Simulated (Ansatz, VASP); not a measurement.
# Two plane-wave programs on HfCl2

```xyz
3
Lattice="1.6205 0.9356 6.6403 -1.6205 0.9356 6.6403 0.0000 -1.8712 6.6403" Properties=species:S:1:pos:R:3 pbc="T T T"
Hf    0.0000    0.0000    9.9604
Cl    0.0000    0.0000   14.7858
Cl    0.0000    0.0000    5.1351
```

Alike in both runs: functional PBE; dispersion D3(BJ); k mesh 6 × 6 × 6; occupations gaussian, width 0.1 eV; no spin polarisation.

Ansatz relaxed the structure, and its values are those at the end. VASP's run is a single point on that final structure, the one shown.

|  | VASP | Ansatz |
| --- | --- | --- |
| version | VASP 6.6.1 | Ansatz 0.2.0 |
| potentials or method | VASP PAW PBE potentials, release 64 (Hf_pv, Cl) | scalar-relativistic, plane waves, PAW |
| plane-wave cutoff (eV) | 520 | 420 |
| valence electrons in the cell | 24 | 40 |

|  | VASP | Ansatz | Ansatz less VASP |
| --- | --- | --- | --- |
| gap on the k mesh at the Fermi level (eV) | none | none | - |
| pressure (GPa) | -0.5 | 0.2 | +0.71 |
| rms of the force components (eV/Å) | 0.035 | 0.001 | -0.0343 |

A gap of «none» marks a metal or a gap that the smearing closes. The two sets of potentials don't hold the same shells in valence.

Caveats: the k mesh is coarse (spacing up to 0.38 Å⁻¹), so the values aren't converged; pairwise dispersion overbinds metals, which lowers pressure and volume. The runs have no spin-orbit coupling, so splittings on Hf are missing.
